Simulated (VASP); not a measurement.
Data:

```
CELL_PARAMETERS angstrom
      0.00000     2.40935     2.40935
      2.40935     0.00000     2.40935
      2.40935     2.40935     0.00000
ATOMIC_POSITIONS crystal
  Ca 0.00000 0.00000 0.00000
  O  0.50000 0.50000 0.50000
```

The numbers are results of MS2 meta-GGA, VASP's PBE PAW potentials (set 64) (plane waves; VASP 6.6.1), not measurements. Settings: 520 eV cut-off, 11×11×11 Γ-centred mesh, tetrahedra with Blöchl corrections, potentials Ca_sv O.

Give the energies of bands 6 to 11 at the high-symmetry points, in eV from the valence-band maximum.

```tsv
band	Γ	X	U	L	W
6	0.00	-1.32	-1.31	-2.59	-1.24
7	0.00	-0.38	-1.21	-1.14	-1.05
8	0.00	-0.38	-0.75	-1.14	-1.05
9	4.98	4.04	5.55	7.53	6.77
10	6.82	8.71	8.51	8.69	6.77
11	6.82	9.67	9.25	9.04	9.09
```

The gap is indirect, 4.04 eV, from the valence maximum at Γ to the conduction minimum at X.

The compound is CaO in the rock salt structure. It was relaxed first.
